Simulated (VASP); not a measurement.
Level of theory: r2SCAN meta-GGA, VASP's PBE PAW potentials (set 64) (plane waves; VASP).

VASP input:

**INCAR**
```
LCHARG  =  F
LMAXMIX  =  4   # l cut-off of mixed one-centre charges
SYSTEM  =  GaSb
ALGO  =  Normal   # blocked Davidson
LASPH  =  T   # aspherical one-centre terms
ISIF  =  2
ISMEAR  =  0   # Gaussian
METAGGA  =  R2SCAN
LWAVE  =  F
LMIXTAU  =  T
PREC  =  Accurate
ENCUT  =  480   # plane-wave cut-off (eV)
SIGMA  =  0.05   # width (eV)
LREAL  =  F
NELM  =  100
EDIFF  =  1E-7   # SCF stop (eV)
```

**POSCAR**
```
GaSb
1
    0.0000000000     3.0942235690     3.0942235690
    3.0942235690     0.0000000000     3.0942235690
    3.0942235690     3.0942235690     0.0000000000
Ga Sb
1 1
Direct
  0.0000000000   0.0000000000   0.0000000000
  0.2500000000   0.2500000000   0.2500000000
```

### KPOINTS
```
Automatic mesh
0
Gamma
8 8 8
0 0 0
```

POTCAR, in this order: Ga_d Sb (PBE.64 set). Program: vasp_std.

The resulting files:

**OSZICAR**
```
       N       E                     dE             d eps       ncg     rms          rms(c)
DAV:   1     0.448855102622E+02    0.44886E+02   -0.88136E+03   754   0.164E+03
DAV:   2    -0.338421347833E+02   -0.78728E+02   -0.77141E+02   829   0.302E+02
DAV:   3    -0.393496650161E+02   -0.55075E+01   -0.54906E+01   949   0.725E+01
DAV:   4    -0.394386049536E+02   -0.88940E-01   -0.88921E-01   864   0.105E+01
DAV:   5    -0.394409614171E+02   -0.23565E-02   -0.23564E-02   933   0.150E+00    0.280E+00
DAV:   6    -0.375490106798E+02    0.18920E+01   -0.41872E-01   817   0.114E+01    0.193E+00
DAV:   7    -0.376348142921E+02   -0.85804E-01   -0.40099E-01   834   0.804E+00    0.605E-01
DAV:   8    -0.375795472505E+02    0.55267E-01   -0.25666E-01   794   0.559E+00    0.184E-01
DAV:   9    -0.375888968022E+02   -0.93496E-02   -0.14667E-02   864   0.121E+00    0.217E-01
DAV:  10    -0.375913838007E+02   -0.24870E-02   -0.32261E-03   784   0.641E-01    0.410E-01
DAV:  11    -0.375941462537E+02   -0.27625E-02   -0.16049E-02   759   0.104E+00    0.706E-02
DAV:  12    -0.375922091739E+02    0.19371E-02   -0.18869E-03   804   0.386E-01    0.721E-02
DAV:  13    -0.375936836291E+02   -0.14745E-02   -0.53956E-04   769   0.238E-01    0.614E-02
DAV:  14    -0.375939374993E+02   -0.25387E-03   -0.82001E-04   784   0.238E-01    0.228E-02
DAV:  15    -0.375940608841E+02   -0.12338E-03   -0.11555E-04   829   0.122E-01    0.718E-03
DAV:  16    -0.375941315482E+02   -0.70664E-04   -0.90828E-05   769   0.787E-02    0.658E-03
DAV:  17    -0.375941358083E+02   -0.42601E-05   -0.25631E-06   895   0.200E-02    0.432E-03
DAV:  18    -0.375941356601E+02    0.14824E-06   -0.17185E-06   769   0.158E-02    0.134E-03
DAV:  19    -0.375941382579E+02   -0.25978E-05   -0.32508E-07   774   0.819E-03    0.143E-03
DAV:  20    -0.375941371346E+02    0.11233E-05   -0.10543E-07   562   0.538E-03    0.933E-04
DAV:  21    -0.375941376393E+02   -0.50475E-06   -0.64193E-08   452   0.258E-03    0.414E-04
DAV:  22    -0.375941376181E+02    0.21218E-07   -0.21304E-08   377   0.144E-03
   1 F= -.37594138E+02 E0= -.37594135E+02  d E =-.482668E-05
```

OUTCAR:
```
------------------------ aborting loop because EDIFF is reached ----------------------------------------
  FORCE on cell =-STRESS in cart. coord.  units (eV):
  Direction    XX          YY          ZZ          XY          YZ          ZX
  --------------------------------------------------------------------------------------
  Total       -0.4848659     -0.4848659     -0.4848659     -0.0000000      0.0000000      0.0000000
  in kB      -13.1113427    -13.1113427    -13.1113427     -0.0000000      0.0000000      0.0000000
  external PRESSURE =     -13.1113427 kB  Pullay stress =       0.0000000 kB
  volume of cell :       59.25
      direct lattice vectors                 reciprocal lattice vectors
     0.000000000  3.094223569  3.094223569    -0.161591426  0.161591426  0.161591426
     3.094223569  0.000000000  3.094223569     0.161591426 -0.161591426  0.161591426
     3.094223569  3.094223569  0.000000000     0.161591426  0.161591426 -0.161591426
  FREE ENERGIE OF THE ION-ELECTRON SYSTEM (eV)
  ---------------------------------------------------
  free  energy   TOTEN  =       -37.5941376181 eV

  energy  without entropy=      -37.5941327914  energy(sigma->0) =      -37.59413520
```
(Selected blocks of OUTCAR.)

The compound is GaSb in the zinc blende structure. This cell was strained or had an atom moved on purpose.
